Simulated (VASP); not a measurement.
Output of a VASP run:

**OSZICAR**
```
       N       E                     dE             d eps       ncg     rms          rms(c)
DAV:   1     0.164688448594E+01    0.16469E+01   -0.37843E+03  1208   0.742E+02
DAV:   2    -0.165879841632E+02   -0.18235E+02   -0.17721E+02  1712   0.101E+02
DAV:   3    -0.168744708752E+02   -0.28649E+00   -0.28649E+00  1336   0.155E+01
DAV:   4    -0.168753668532E+02   -0.89598E-03   -0.89598E-03  1816   0.938E-01
DAV:   5    -0.168753671120E+02   -0.25881E-06   -0.25881E-06  1360   0.134E-02    0.866E+00
RMM:   6    -0.150991258718E+02    0.17762E+01   -0.27839E+00  1152   0.113E+01    0.364E+00
RMM:   7    -0.150764667360E+02    0.22659E-01   -0.65023E-01  1152   0.622E+00    0.186E+00
RMM:   8    -0.150760794329E+02    0.38730E-03   -0.96431E-02  1152   0.269E+00    0.611E-01
RMM:   9    -0.150635475845E+02    0.12532E-01   -0.13863E-02  1152   0.910E-01    0.149E-01
RMM:  10    -0.150638305082E+02   -0.28292E-03   -0.58013E-03  1152   0.576E-01    0.966E-02
RMM:  11    -0.150636759596E+02    0.15455E-03   -0.87646E-04  1152   0.250E-01    0.208E-02
RMM:  12    -0.150636566868E+02    0.19273E-04   -0.47414E-05  1145   0.722E-02    0.915E-03
RMM:  13    -0.150636587206E+02   -0.20338E-05   -0.14684E-05   870   0.335E-02
   1 F= -.15063659E+02 E0= -.15063659E+02  d E =-.150637E+02
```

### OUTCAR
```
------------------------ aborting loop because EDIFF is reached ----------------------------------------
  FORCE on cell =-STRESS in cart. coord.  units (eV):
  Direction    XX          YY          ZZ          XY          YZ          ZX
  --------------------------------------------------------------------------------------
  Total       -0.0243691     -0.0243691     -0.0243691      0.0000000      0.0000000     -0.0000000
  in kB       -1.8594631     -1.8594631     -1.8594631      0.0000000      0.0000000     -0.0000000
  external PRESSURE =      -1.8594631 kB  Pullay stress =       0.0000000 kB
  volume of cell :       21.00
      direct lattice vectors                 reciprocal lattice vectors
     0.000000000  2.189663843  2.189663843    -0.228345552  0.228345552  0.228345552
     2.189663843  0.000000000  2.189663843     0.228345552 -0.228345552  0.228345552
     2.189663843  2.189663843  0.000000000     0.228345552  0.228345552 -0.228345552
  FREE ENERGIE OF THE ION-ELECTRON SYSTEM (eV)
  ---------------------------------------------------
  free  energy   TOTEN  =       -15.0636587206 eV

  energy  without entropy=      -15.0636587206  energy(sigma->0) =      -15.06365872

 reached required accuracy - stopping structural energy minimisation
```
(Selected blocks of OUTCAR.)

### POSCAR
```
SiC
1
   -0.0000000000     2.1896638434     2.1896638434
    2.1896638434    -0.0000000000     2.1896638434
    2.1896638434     2.1896638434    -0.0000000000
Si C
1 1
Direct
  0.0000000000   0.0000000000   0.0000000000
  0.7500000000   0.7500000000   0.7500000000
```

Task: Reconstruct the remaining input files.

Result: This is not unique; one that fits is the input of the run itself, PBE GGA, plane waves, VASP's PBE PAW potentials (set 64).

**KPOINTS**
```
Automatic mesh
0
Gamma
12 12 12
```

INCAR:
```
ISMEAR=0
EDIFF=1E-5   # SCF stop (eV)
ISIF=2   # forces and stress, cell fixed
ENCUT=450
SYSTEM=SiC
LWAVE=F
NSW=20
PREC=Normal
GGA=PE   # PBE
LASPH=T
NELM=100   # most electronic steps
IBRION=2   # conjugate gradients
LCHARG=F
ALGO=Fast
EDIFFG=-0.03   # ionic stop
LREAL=F
SIGMA=0.05
NELMIN=4
```

POTCAR, in this order: Si C (PBE.64 set). Program: vasp_std.

At this cut-off the stress carries a Pulay error, which pulls relaxed volumes low.

The compound is SiC in the zinc blende structure. It was relaxed first.
